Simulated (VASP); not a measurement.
VASP input:

### KPOINTS
```
Automatic mesh
0
Gamma
8 8 8
0 0 0
```

INCAR:
```
# general
SYSTEM   =  PbS
PREC     =  Accurate
ENCUT    =  500
LREAL    =  .FALSE.   # projection in real space or not
LASPH    =  .TRUE.   # aspherical one-centre terms

# electronic loop
EDIFF    =  1E-6
NELM     =  100
ALGO     =  Normal   # blocked Davidson
LMAXMIX  =  4   # l cut-off of mixed one-centre charges

# smearing
ISMEAR   =  0   # Gaussian
SIGMA    =  0.05   # width (eV)

# functional
GGA      =  PS   # PBEsol

# ions
IBRION   =  2
NSW      =  40
ISIF     =  3   # ions, shape and volume
EDIFFG   =  -0.02
PSTRESS  =  100

# output
LWAVE    =  .FALSE.
LCHARG   =  .FALSE.
```

POSCAR:
```
PbS
1.0
  0.0000000000   3.0830636314   3.0830636314
  3.0830636314   0.0000000000   3.0830636314
  3.0830636314   3.0830636314   0.0000000000
Pb S
1 1
Cart
  0.0000000000   0.0000000000   0.0000000000
  1.5415318157   1.5415318157   1.5415318157
```

POTCAR, in this order: Pb_d S (PBE.64 set). Program: vasp_std.

Question: Translate this PBEsol calculation to Ansatz.

Answer: One equivalent input (not run):
Ansatz 0.2 input:
```yaml
crystal:
  lattice:
    - [0.0000000, 3.0830636, 3.0830636]
    - [3.0830636, 0.0000000, 3.0830636]
    - [3.0830636, 3.0830636, 0.0000000]
  atoms:
    - { symbol: Pb, position: [0.0000000, 0.0000000, 0.0000000] }
    - { symbol: S, position: [0.2500000, 0.2500000, 0.2500000] }
kpoints:
  mp_grid: { grid: [8, 8, 8] }
hamiltonian:
  xc: pbesol
  pseudopotentials: { kind: paw }
scf:
  occupations: { method: gaussian, width: 0.05 }
  max_iter: 100
relax:
  max_steps: 40
  f_tol: 0.02
  cell: { p_target: 10 }
output: { forces: true, stress: true, eigenvalues: true }
```
The two are equivalent in intent, not identical: each code has its own PAW files, so the cut-off isn't converted (ENCUT is set for VASP's; basis.ecutwfc is left out, and Ansatz then takes the one that its files recommend); Ansatz stops its SCF on the density residual and VASP on the energy change (EDIFF).

The structure was generated: PbS was put into the zinc blende type (F-43m), which need not be its known phase. This run relaxes it under an external pressure of 10 GPa. Symmetry was kept, so distortions that lower it aren't found.
